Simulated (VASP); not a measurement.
# Al2Cu (Khatyrkite) with PBE: from relaxation to properties, part 2 of 5

Wanted: the relaxed cell of Al2Cu (Khatyrkite) and its properties. The start is a cell from a database of measured crystal structures.

VASP 6.6.1; PBE; plane waves and PAW (Al, Cu).

Still holding for the runs below: The k-mesh is coarse for a metal.

So far. Step 2 (Relaxing cell and atoms (PBE)): It ends with a largest force of 0.004 eV/Å and a pressure of 0.05 GPa. The volume lies -0.4 % from that of the database's start, which holds the thermal and zero-point expansion of its experiment.

### Step 3. Single point with fields (PBE)

The relaxed cell gets a fresh self-consistent run, on a basis set for its own volume, to fix the density and to check the remaining stress.

INCAR

```
SYSTEM = Al2Cu
PREC = Accurate
ENCUT = 400
EDIFF = 1E-06
NELM = 100
ISMEAR = 1
SIGMA = 0.2
LREAL = .FALSE.
ALGO = Normal
GGA = PE
NBANDS = 23
LASPH = .TRUE.
LORBIT = 11
LWAVE = .FALSE.
LCHARG = .TRUE.
ISIF = 2
LELF = .TRUE.
LVHAR = .TRUE.
```

POSCAR

```
Al2Cu
1.0
   -3.0135207869      3.0135207869      2.4600488061
    3.0135207869     -3.0135207869      2.4600488061
    3.0135207869      3.0135207869     -2.4600488061
Al Cu
4 2
Direct
    0.6589157352      0.1589157352      0.8178314704
    0.1589157352      0.3410842648      0.5000000000
    0.3410842648      0.8410842648      0.1821685296
    0.8410842648      0.6589157352      0.5000000000
    0.2500000000      0.2500000000      0.0000000000
    0.7500000000      0.7500000000      0.0000000000
```

KPOINTS

```
Automatic mesh
0
Gamma
6 6 6
0 0 0
```

PAW data sets: Al and Cu (PBE family, release 64).

Command:

```
mpirun -np 4 vasp_std
```

What it wrote:

```text
[banner, memory and clock lines left out]
running    4 mpi-ranks, on    1 nodes
 distrk:  each k-point on    4 cores,    1 groups
 distr:  one band on    1 cores,    4 groups

 POSCAR found type information on POSCAR AlCu
 POSCAR found :  2 types and       6 ions
 LDA part: xc-table for (Slater+PW92), standard interpolation
|                                                                             |
|           W    W    AA    RRRRR   N    N  II  N    N   GGGG   !!!           |
|           W    W   A  A   R    R  NN   N  II  NN   N  G    G  !!!           |
|           W    W  A    A  R    R  N N  N  II  N N  N  G       !!!           |
|           W WW W  AAAAAA  RRRRR   N  N N  II  N  N N  G  GGG   !            |
|           WW  WW  A    A  R   R   N   NN  II  N   NN  G    G                |
|           W    W  A    A  R    R  N    N  II  N    N   GGGG   !!!           |
|                                                                             |
|     The number of bands has been changed from the values supplied in        |
|     The orbitals not found in the WAVECAR file will be initialized with     |
|     random numbers, which is usually adequate. For correlated               |
|     calculations, however, you should redo the groundstate calculation.     |
|     I found NBANDS = 23. Now, NBANDS = 24.                                  |
|                                                                             |

 POSCAR, INCAR and KPOINTS ok, starting setup
 FFT: planning ... GRIDC
 FFT: planning ... GRID_SOFT
 FFT: planning ... GRID
 WAVECAR not read
 entering main loop
       N       E                     dE             d eps       ncg     rms          rms(c)
DAV:   1     0.163246058093E+03    0.16325E+03   -0.11632E+04  1440   0.129E+03
DAV:   2    -0.191304380122E+02   -0.18238E+03   -0.17224E+03  1448   0.274E+02
DAV:   3    -0.279287943196E+02   -0.87984E+01   -0.84544E+01  2024   0.805E+01
DAV:   4    -0.281317764753E+02   -0.20298E+00   -0.20276E+00  1936   0.104E+01
DAV:   5    -0.281371240074E+02   -0.53475E-02   -0.53469E-02  2152   0.158E+00    0.213E+01
DAV:   6    -0.337163228020E+02   -0.55792E+01   -0.12642E+02  1720   0.295E+02    0.182E+01
DAV:   7    -0.239879930445E+02    0.97283E+01   -0.31385E+01  1744   0.115E+02    0.469E+00
DAV:   8    -0.234643626500E+02    0.52363E+00   -0.30681E+00  2240   0.362E+01    0.101E+00
DAV:   9    -0.234466205884E+02    0.17742E-01   -0.20571E-01  2336   0.367E+00    0.511E-01
DAV:  10    -0.234529104691E+02   -0.62899E-02   -0.15929E-02  2288   0.292E+00    0.698E-01
DAV:  11    -0.234438988173E+02    0.90117E-02   -0.31371E-02  2128   0.484E+00    0.916E-02
DAV:  12    -0.234440750725E+02   -0.17626E-03   -0.20142E-03  1672   0.274E-01    0.561E-02
DAV:  13    -0.234440861481E+02   -0.11076E-04   -0.45060E-05  2312   0.774E-02    0.477E-02
DAV:  14    -0.234440517021E+02    0.34446E-04   -0.14881E-04  2176   0.335E-01    0.721E-03
DAV:  15    -0.234440514491E+02    0.25302E-06   -0.11852E-05  2208   0.651E-02    0.213E-03
DAV:  16    -0.234440514647E+02   -0.15651E-07   -0.13255E-07  1000   0.745E-03
   1 F= -.23444051E+02 E0= -.23444331E+02  d E =0.837745E-03
```

Elapsed: 6.6 s, on 4 MPI ranks of Intel Xeon 6975P-C (Granite Rapids), shared host; peak memory 0.51 GiB.

Parts of OUTCAR (step 3):

```text
  LATTYP: Found a body centered tetragonal cell.
 ALAT       =     6.0270415738
 C/A-ratio  =     0.8163370954

 Found     30 irreducible k-points:

   k-points           NKPTS =     30   k-points in BZ     NKDIM =     30   number of bands    NBANDS=     24

   ENCUT  =  400.0 eV  29.40 Ry    5.42 a.u.   8.02  8.02  8.02*2*pi/ulx,y,z

   NELECT =      34.0000    total number of electrons

 E-fermi :   7.8118

 k-point     1 :       0.0000    0.0000    0.0000
  band No.  band energies     occupation
    ...
     15       6.5418      2.00000
     16       6.7420      2.00000
     17       6.7420      2.00000
     18       7.1317      2.00002
     19       7.5845      2.06821
     20       8.0493     -0.07047
     21       9.3170     -0.00000
     22       9.3170     -0.00000
     23       9.5155     -0.00000
     24      13.3758      0.00000

 k-point     2 :       0.1667    0.0000   -0.0000
  band No.  band energies     occupation
    ...
     14       5.2736      2.00000
     15       5.9737      2.00000
     16       6.1796      2.00000
     17       7.0761      2.00000
     18       7.1557      2.00004
     19       8.0598     -0.07084
     20       9.3090     -0.00000
     21      10.3716     -0.00000
     22      10.4521     -0.00000
     23      11.6589     -0.00000
    ...

  Total        0.0472572      0.0472572      0.0109601      0.0000000      0.0000000      0.0000000
  in kB        0.8472795      0.8472795      0.1965045      0.0000000      0.0000000      0.0000000
  external PRESSURE =       0.6303545 kB  Pullay stress =       0.0000000 kB

 POSITION                                       TOTAL-FORCE (eV/Angst)
 -----------------------------------------------------------------------------------
      0.95779      3.97131     -0.00000         0.002822      0.002822     -0.000000
      2.05573      0.95779      0.00000        -0.002822      0.002822      0.000000
      2.05573     -0.95779      2.46005        -0.002822     -0.002822      0.000000
      0.95779      2.05573      2.46005         0.002822     -0.002822     -0.000000
      0.00000      0.00000      1.23002         0.000000      0.000000      0.000000
      0.00000      0.00000      3.69007        -0.000000      0.000000      0.000000
 -----------------------------------------------------------------------------------
    total drift:                               -0.000000     -0.000000     -0.000000

  FREE ENERGIE OF THE ION-ELECTRON SYSTEM (eV)
  ---------------------------------------------------
  free  energy   TOTEN  =       -23.4440514647 eV

  energy  without entropy=      -23.4448892101  energy(sigma->0) =      -23.44433071

[... 5 parts as in an earlier step ...]

[... 7 further parts left out ...]
```

This step gave:

| Item | Value |
| --- | --- |
| SCF cycles | 16 |
| bands | 24 |
| pressure | 0.06304 GPa |

Valence electrons inside each PAW sphere by angular momentum. Sphere charges, by row:

```
atom  s (e)  p (e)  d (e)  tot (e)
 Al1   0.42  0.338      0    0.759
 Al2   0.42  0.338      0    0.759
 Al3   0.42  0.338      0    0.759
 Al4   0.42  0.338      0    0.759
 Cu5  0.494  0.513  9.119    10.13
 Cu6  0.494  0.513  9.119    10.13
```

ELF in the ab plane of the conventional cell at fractional z = 0.000, with atoms of Al within 0.2 Å of it. It is the smooth field of the valence electrons, not physical close to the nuclei.

Ten even steps from '0' (0.02) to '9' (0.86), each cell a mean:
```
33565358997545443
34564115874334554
54552002553234665
54442013543333466
54333356654431124
54224566545640014
76334554445662037
98644443334664479
99656543234555579
97325654334444468
63003664455543246
52002554566543234
55322344554223444
66653324531014554
45654235651015654
34444457885236643
23455568997556543
```
Columns run along a (6.0 Å), rows up along b (6.0 Å), edges of the conventional cell, whose origin can differ from the input's. Atoms in or near the plane, at fractional coordinates: Al at (0.66, 0.16), Al at (0.84, 0.66), Al at (0.34, 0.84), Al at (0.16, 0.34).

Valence density in the ab plane of the conventional cell at fractional z = 0.000, with atoms of Al within 0.2 Å of it. It is the smooth field of the valence electrons, not physical close to the nuclei.

Ten even steps from '_' (0.01 e/Å³) to '@' (0.32 e/Å³), each cell a mean:
```
@@%%####**++++######++++==++**##@@
%%######++::::++**++==--====**##%%
********--____--++++----==++**####
++++++++==::::==++==========++****
++========++++****++==++==--::--++
++==----==++######******++::__..++
**++==--==++**##%%######**--..--**
##**++==++++##%%@@@@%%##**++==**##
%%##**++****##%%@@@@%%****++++**##
##**==--++####%%%%%%##**++====++**
**==__..==******######**++==--==++
++--....--++++++**####**++==----==
**++==--========++**++--========++
**##**++====--==++++::__::++++++++
####**++==----==**++::__::++##**##
%%%%**++======++####++--==**####%%
@@%%##**++++**######**++++**##%%@@
```
Columns run along a (6.0 Å), rows up along b (6.0 Å), edges of the conventional cell, whose origin can differ from the input's. Atoms in or near the plane, at fractional coordinates: Al at (0.66, 0.16), Al at (0.84, 0.66), Al at (0.34, 0.84), Al at (0.16, 0.34).

Electrostatic potential energy in the ab plane of the conventional cell at fractional z = 0.000, with atoms of Al within 0.2 Å of it. With pseudopotentials it is smooth inside the atoms' cores, unlike the true potential.

Ten even steps from '0' (-90 eV) to '9' (1 eV), each cell a mean:
```
99998668999999999
99985215899999999
99984003899999999
99986225899997779
99998778999974137
99999999999961016
99999999999973137
99999999999997678
99889999999999999
97447999999999999
84004899999999999
84005899998889999
97447999985468999
99889999962027999
99999999961027999
99999999985358999
99999999998889999
```
Columns run along a (6.0 Å; values clipped at the 3rd and 97th percentile), rows up along b (6.0 Å), edges of the conventional cell, whose origin can differ from the input's. Atoms in or near the plane, at fractional coordinates: Al at (0.66, 0.16), Al at (0.84, 0.66), Al at (0.34, 0.84), Al at (0.16, 0.34).

In this run the pressure is 0.06 GPa, small enough to go on.

### Step 4. Bands along the symmetry lines (PBE)

Levels along the symmetry lines show where the bands peak and cross; KPOINTS_OPT computes them in the converged potential.

INCAR

```
SYSTEM = Al2Cu
PREC = Accurate
ENCUT = 400
EDIFF = 1E-06
NELM = 100
ISMEAR = 1
SIGMA = 0.2
LREAL = .FALSE.
ALGO = Normal
GGA = PE
NBANDS = 33
LASPH = .TRUE.
LORBIT = 11
LWAVE = .FALSE.
LCHARG = .FALSE.
KPAR = 4
```

POSCAR is that of step 3.

KPOINTS is that of step 3.

KPOINTS_OPT

```
Line mode
16
Line-mode
Reciprocal
  0.00000000   0.00000000   0.00000000 GAMMA
  0.00000000   0.00000000   0.50000000 X

  0.00000000   0.00000000   0.50000000 X
 -0.50000000   0.50000000   0.50000000 M

 -0.50000000   0.50000000   0.50000000 M
  0.00000000   0.00000000   0.00000000 GAMMA

  0.00000000   0.00000000   0.00000000 GAMMA
  0.41660156   0.41660156  -0.41660156 Z

  0.41660156   0.41660156  -0.41660156 Z
  0.25000000   0.25000000   0.25000000 P

  0.25000000   0.25000000   0.25000000 P
  0.00000000   0.50000000   0.00000000 N

  0.00000000   0.50000000   0.00000000 N
 -0.41660156   0.58339844   0.41660156 Z1

 -0.41660156   0.58339844   0.41660156 Z1
 -0.50000000   0.50000000   0.50000000 M

  0.00000000   0.00000000   0.50000000 X
  0.25000000   0.25000000   0.25000000 P
```

Command:

```
mpirun -np 4 vasp_std
```

What it wrote:

```text
[... set-up lines as in an earlier step ...]
 entering main loop
       N       E                     dE             d eps       ncg     rms          rms(c)
DAV:   1     0.170857975986E+03    0.17086E+03   -0.10906E+04  1988   0.943E+02
DAV:   2    -0.151034044402E+02   -0.18596E+03   -0.16659E+03  2073   0.219E+02
DAV:   3    -0.277643311363E+02   -0.12661E+02   -0.11835E+02  2483   0.690E+01
DAV:   4    -0.281297782035E+02   -0.36545E+00   -0.36435E+00  2903   0.110E+01
DAV:   5    -0.281370995241E+02   -0.73213E-02   -0.73208E-02  2832   0.146E+00    0.213E+01
DAV:   6    -0.339554865689E+02   -0.58184E+01   -0.80633E+01  2471   0.215E+02    0.183E+01
DAV:   7    -0.239958092069E+02    0.99597E+01   -0.23416E+01  2571   0.847E+01    0.456E+00
DAV:   8    -0.234606819034E+02    0.53513E+00   -0.23825E+00  3071   0.310E+01    0.142E+00
DAV:   9    -0.234446372387E+02    0.16045E-01   -0.23727E-01  3203   0.491E+00    0.333E-01
DAV:  10    -0.234489662266E+02   -0.43290E-02   -0.11342E-02  2830   0.251E+00    0.517E-01
DAV:  11    -0.234440469435E+02    0.49193E-02   -0.11986E-02  2709   0.285E+00    0.766E-02
DAV:  12    -0.234440603579E+02   -0.13414E-04   -0.75166E-04  3110   0.295E-01    0.465E-02
DAV:  13    -0.234440635842E+02   -0.32263E-05   -0.19170E-05  3021   0.484E-02    0.299E-02
DAV:  14    -0.234440519824E+02    0.11602E-04   -0.14643E-05  2653   0.985E-02    0.496E-03
DAV:  15    -0.234440513035E+02    0.67896E-06   -0.10996E-06  1400   0.170E-02
   1 F= -.23444051E+02 E0= -.23444330E+02  d E =0.837099E-03
 Start KPOINTS_OPT (optional k-point list driver)
k-point batch [1-30\144]
       N       E                     dE             ncg
DAV:   1     0.100180766926E+05   -0.66619E+04     1980
DAV:   2     0.439010342242E+04   -0.56280E+04     2080
DAV:   4     0.398943870226E+04   -0.10659E+02     2647
DAV:   5     0.398902908125E+04   -0.40962E+00     2856
DAV:   6     0.398902113063E+04   -0.79506E-02     2808
DAV:   7     0.398902104285E+04   -0.87786E-04     2816
DAV:   8     0.398902104182E+04   -0.10293E-05     1840
DAV:   9     0.398902104162E+04   -0.19801E-06     1640
[...]
k-point batch [121-144\144]
       N       E                     dE             ncg
DAV:   1     0.136133734675E+05   -0.12069E+05     1584
DAV:   2     0.908787400332E+04   -0.45255E+04     1634
DAV:   3     0.877105633085E+04   -0.31682E+03     2007
DAV:   4     0.876213455716E+04   -0.89218E+01     2087
DAV:   5     0.876175686343E+04   -0.37769E+00     2304
DAV:   6     0.876175085680E+04   -0.60066E-02     2175
DAV:   7     0.876175077320E+04   -0.83598E-04     2264
DAV:   8     0.876175077231E+04   -0.89349E-06     1424
```

Run time: 20 s. Hardware: 4 MPI ranks; peak memory 0.92 GiB.

Parts of OUTCAR (step 4):

```text
 Found     30 irreducible k-points:

   k-points           NKPTS =     30   k-points in BZ     NKDIM =     30   number of bands    NBANDS=     33

   NELECT =      34.0000    total number of electrons

 E-fermi :   7.8118

 k-point     1 :       0.0000    0.0000    0.0000
  band No.  band energies     occupation
    ...
     15       6.5418      2.00000
     16       6.7420      2.00000
     17       6.7420      2.00000
     18       7.1317      2.00002
     19       7.5845      2.06820
     20       8.0493     -0.07047
     21       9.3170     -0.00000
     22       9.3170     -0.00000
     23       9.5156     -0.00000
     24      13.3759      0.00000
    ...

 k-point     2 :       0.1667    0.0000   -0.0000
  band No.  band energies     occupation
    ...
     14       5.2737      2.00000
     15       5.9737      2.00000
     16       6.1796      2.00000
     17       7.0761      2.00000
     18       7.1558      2.00004
     19       8.0598     -0.07084
     20       9.3091     -0.00000
     21      10.3716     -0.00000
     22      10.4521     -0.00000
     23      11.6589     -0.00000
    ...

  Total        0.0304373      0.0304373     -0.0061609      0.0000000      0.0000000      0.0000000
  in kB        0.5457133      0.5457133     -0.1104589      0.0000000      0.0000000      0.0000000
  external PRESSURE =       0.3269893 kB  Pullay stress =       0.0000000 kB

 POSITION                                       TOTAL-FORCE (eV/Angst)
 -----------------------------------------------------------------------------------
      0.95779      3.97131     -0.00000         0.002824      0.002824      0.000000
      2.05573      0.95779      0.00000        -0.002824      0.002824      0.000000
      2.05573     -0.95779      2.46005        -0.002824     -0.002824     -0.000000
      0.95779      2.05573      2.46005         0.002824     -0.002824      0.000000
      0.00000      0.00000      1.23002        -0.000000     -0.000000      0.000000
      0.00000      0.00000      3.69007        -0.000000     -0.000000      0.000000
 -----------------------------------------------------------------------------------
    total drift:                               -0.000000     -0.000000     -0.000000

  FREE ENERGIE OF THE ION-ELECTRON SYSTEM (eV)
  ---------------------------------------------------
  free  energy   TOTEN  =       -23.4440513035 eV

  energy  without entropy=      -23.4448884029  energy(sigma->0) =      -23.44433034

[... 9 parts as in an earlier step ...]

[... 5 further parts left out ...]
```

Numbers from this step:

```
SCF cycles : 15
bands      : 33
pressure   : 0.03270 GPa
```

Electronic bands along the path, in eV, zero at the Fermi level; # counts the bands kept:

| point | #13 | #14 | #15 | #16 | #17 | #18 | #19 | #20 |
| --- | --- | --- | --- | --- | --- | --- | --- | --- |
| Γ | -2.69 | -1.71 | -1.27 | -1.07 | -1.07 | -0.68 | -0.23 | 0.24 |
| 0.47 of the way | -2.16 | -2.02 | -2.02 | -1.10 | -0.77 | -0.74 | 1.79 | 1.92 |
| X | -2.77 | -2.67 | -1.20 | -1.11 | -0.82 | -0.59 | 1.03 | 1.50 |
| 0.47 of the way | -3.09 | -3.08 | -2.55 | -1.94 | 0.30 | 0.51 | 3.76 | 3.87 |
| M | -3.15 | -3.09 | -3.09 | -1.71 | 2.67 | 3.11 | 3.11 | 3.50 |
| 0.47 of the way | -3.09 | -3.09 | -1.85 | -1.42 | 0.32 | 0.60 | 1.71 | 2.25 |
| Γ | -2.69 | -1.71 | -1.27 | -1.07 | -1.07 | -0.68 | -0.23 | 0.24 |
| 0.47 of the way | -2.84 | -2.84 | -2.62 | -1.22 | -1.22 | -1.03 | 0.04 | 4.94 |
| Z | -3.12 | -3.12 | -3.12 | -1.08 | 1.75 | 2.02 | 2.02 | 2.29 |
| 0.47 of the way | -3.30 | -2.51 | -2.33 | -2.17 | 1.04 | 1.15 | 1.16 | 4.36 |
| P | -3.58 | -3.58 | 0.62 | 0.62 | 0.96 | 0.96 | 2.09 | 2.09 |
| 0.53 of the way | -3.36 | -3.36 | -1.15 | -1.15 | 0.56 | 0.56 | 3.03 | 3.03 |
| N | -2.90 | -2.90 | -2.43 | -2.43 | 0.43 | 0.43 | 4.25 | 4.25 |
| 0.47 of the way | -3.20 | -3.07 | -2.25 | -1.32 | -0.81 | 1.21 | 2.59 | 2.99 |
| Z1 | -3.12 | -3.12 | -3.12 | -1.08 | 1.75 | 2.02 | 2.02 | 2.29 |
| 0.47 of the way | -3.14 | -3.10 | -3.10 | -1.55 | 2.33 | 2.68 | 2.68 | 2.92 |
| M | -3.15 | -3.09 | -3.09 | -1.71 | 2.67 | 3.11 | 3.11 | 3.50 |
| jump to X | -2.77 | -2.67 | -1.20 | -1.11 | -0.82 | -0.59 | 1.03 | 1.50 |
| 0.47 of the way | -3.27 | -3.25 | -0.60 | -0.56 | 0.89 | 1.21 | 1.36 | 1.70 |
| P | -3.58 | -3.58 | 0.62 | 0.62 | 0.96 | 0.96 | 2.09 | 2.09 |

Of the projections kept (Al, Cu), the largest for each band there; the rest of the weight can lie on other orbitals:

| point | #13 | #14 | #15 | #16 | #17 | #18 | #19 | #20 |
| --- | --- | --- | --- | --- | --- | --- | --- | --- |
| Γ | Al 0.56 | Cu 0.66 | Cu 0.73 | Al 0.62 | Al 0.62 | Cu 0.54 | Al 0.64 | Al 0.50 |
| X | Cu 0.54 | Al 0.72 | Cu 0.59 | Al 0.52 | Al 0.71 | Cu 0.88 | Al 0.51 | Cu 0.73 |
| M | Cu 0.95 | Cu 1.00 | Cu 1.00 | Cu 0.94 | Cu 0.51 | Cu 0.66 | Cu 0.66 | Al 0.60 |
| Γ | Al 0.56 | Cu 0.66 | Cu 0.73 | Al 0.62 | Al 0.62 | Cu 0.54 | Al 0.64 | Al 0.50 |
| Z | Cu 0.95 | Cu 1.00 | Cu 1.00 | Cu 0.80 | Cu 0.56 | Cu 0.58 | Cu 0.58 | Al 0.68 |
| P | Cu 0.97 | Cu 0.97 | Al 0.74 | Al 0.74 | Cu 0.71 | Cu 0.71 | Cu 0.54 | Cu 0.54 |

There is no gap at this level.

Of the bands kept, 5 cross the Fermi level on this path.

(Continued in part 3 of 5.)

[Lines on the potential files, build, host, timing and source positions are cut from VASP's logs without a mark.]

[Logs are printed without paths, hosts, clocks, repeated set-up lines and the standing remarks that a program may print on its own settings, such as how far it seeks lower states.]

[Hosts, paths, dates, database ids (printed as entryN), source tags and the programs' standing remarks are cut or masked in the printed files.]

[A measured line is paired with the nearest computed mode of its activity, which favours agreement.]
